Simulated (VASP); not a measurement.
A VASP calculation is set up with these files.

KPOINTS:
```
Automatic mesh
0
Gamma
4 4 4
0 0 0
```

**POSCAR**
```
Cu2O
1
    4.2467000000     0.0000000000     0.0000000000
    0.0000000000     4.2467000000     0.0000000000
    0.0000000000     0.0000000000     4.2467000000
Cu O
4 2
Direct
  0.2668270000   0.2684560000   0.7460590000
  0.2632730000   0.7252320000   0.2492550000
  0.7315120000   0.7503980000   0.7612080000
  0.7478900000   0.2519710000   0.2459010000
  0.4995850000   0.5166000000   0.4802480000
 -0.0090870000  -0.0126570000   0.0173290000
```

INCAR:
```
ALGO  =  Normal
EDIFF  =  1E-6
ENCUT  =  400
GGA  =  PE
ISIF  =  2
ISMEAR  =  0
LASPH  =  .True.
LCHARG  =  .False.
LDAU  =  .True.
LDAUJ  =  0 0
LDAUL  =  2 -1
LDAUTYPE  =  2
LDAUU  =  3.0 0
LMAXMIX  =  4
LREAL  =  .False.
LWAVE  =  .False.
NELM  =  100
PREC  =  Accurate
SIGMA  =  0.01
SYSTEM  =  Cu2O
```

POTCAR, in this order: Cu O (PBE.64 set). Program: vasp_std.

Question: Translate this PBE+U calculation to Quantum ESPRESSO's pw.x.

Answer: One equivalent input (not run):
```
&CONTROL
  calculation = 'scf'
  pseudo_dir = './pseudo'
  outdir = './out'
  tprnfor = .true.
  tstress = .true.
/
&SYSTEM
  ibrav = 0
  nat = 6
  ntyp = 2
  ecutwfc = 92
  occupations = 'smearing'
  smearing = 'gaussian'
  degauss = 0.000735
  input_dft = 'pbe'
/
&ELECTRONS
  conv_thr = 7.3e-08
  electron_maxstep = 100
/
ATOMIC_SPECIES
  Cu 63.546 Cu.upf
  O 15.999 O.upf
CELL_PARAMETERS angstrom
     4.2467000    0.0000000    0.0000000
     0.0000000    4.2467000    0.0000000
     0.0000000    0.0000000    4.2467000
ATOMIC_POSITIONS crystal
  Cu   0.2668270  0.2684560  0.7460590
  Cu   0.2632730  0.7252320  0.2492550
  Cu   0.7315120  0.7503980  0.7612080
  Cu   0.7478900  0.2519710  0.2459010
  O    0.4995850  0.5166000  0.4802480
  O   -0.0090870 -0.0126570  0.0173290
K_POINTS automatic
  4 4 4 0 0 0
HUBBARD {ortho-atomic}
U Cu-3d 3
```
The two are equivalent in intent, not identical: the potentials are each code's own (VASP's PAW set, PseudoDojo norm-conserving files in pw.x), so ENCUT and ecutwfc are chosen apart and not converted; conv_thr bounds pw.x's estimated SCF error, while EDIFF bounds the energy change between steps; the +U projectors differ (PAW spheres against orthogonalised atomic orbitals), so the same U acts differently.

The structure comes from a computed database's Cu2O entry; how it stands against other phases isn't given here. The cell was not relaxed at this level, atoms are displaced from their ideal sites. The run is one of a series of settings (LDAU = .TRUE., LDAUJ = 0 0, LDAUL = 2 -1, LDAUTYPE = 2, LDAUU = 3.0 0 against the base run), some of them coarse on purpose.
